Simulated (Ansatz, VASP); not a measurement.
# One calculation of Si, two programs

Contents of INCAR:

```
SYSTEM = Si
ALGO     = Normal         ! electronic algorithm
EDIFF    = 1E-6           ! SCF threshold, eV
EDIFFG   = -0.005         ! ionic threshold
ENCUT    = 600            ! plane-wave cutoff, eV
GGA      = PE             ! functional
IBRION   = 2              ! ionic algorithm
ISIF     = 3              ! what is computed and relaxed
ISMEAR   = 0              ! smearing method
IVDW     = 12             ! dispersion correction
LASPH    = .TRUE.         ! aspherical terms in the spheres
LCHARG   = .FALSE.        ! write CHGCAR
LREAL    = .FALSE.        ! projectors in reciprocal space
LWAVE    = .FALSE.        ! write WAVECAR
NELM     = 100            ! most SCF steps
NSW      = 100            ! ionic steps
PREC     = Accurate       ! precision mode
SIGMA    = 0.02           ! smearing width, eV
```

File KPOINTS:

```
k-points
0
G
  12 12 12
  0 0 0
```

File POSCAR:

```
Si
1.0
    0.0000000000      2.7107602159      2.7107602159
    2.7107602159      0.0000000000      2.7107602159
    2.7107602159      2.7107602159      0.0000000000
Si
2
Direct
    0.5000000000      0.5000000000      0.5000000000
    0.7500000000      0.7500000000      0.7500000000
```

Input for Ansatz:

```yaml
crystal:
  lattice:
    - [0.0, 2.7107602159, 2.7107602159]
    - [2.7107602159, 0.0, 2.7107602159]
    - [2.7107602159, 2.7107602159, 0.0]
  atoms:
    - { symbol: Si, position: [0.5, 0.5, 0.5] }
    - { symbol: Si, position: [0.75, 0.75, 0.75] }
basis:
  ecutwfc: 420
kpoints:
  mp_grid: { grid: [12, 12, 12] }
hamiltonian:
  xc: pbe
  dispersion: d3bj
scf:
  occupations: { method: gaussian, width: 0.02 }
output:
  forces: true
  stress: true
  eigenvalues: true
  write_density: true
  write_potential: true
  elf: true
  volumetric_format: npy
relax:
  adjacent_minimum: "off"
  f_tol: 0.005
  max_steps: 80
  cell: { stress_tol: 0.05 }
```

Alike in both runs: task relaxation of cell and atoms; functional PBE; dispersion D3(BJ); k mesh 12 × 12 × 12; occupations gaussian, width 0.02 eV; no spin polarisation.

```csv
,VASP,Ansatz
version,VASP 6.6.1,Ansatz 0.2.0
potentials or method,"VASP PAW PBE potentials, release 64 (Si)","scalar-relativistic, plane waves, PAW"
plane-wave cutoff (eV),600,420
valence electrons in the cell,8,8
```

```csv
,VASP,Ansatz,Ansatz less VASP
"gap on the k mesh at the Fermi level, each at its own relaxed structure (eV)",0.56,0.56,-0.001
relaxed volume (Å³/atom),19.90,19.92,+0.016
relaxed cell length with the largest relative difference (Å),3.833,3.834,+0.0010
```

A k mesh can miss the band edges.
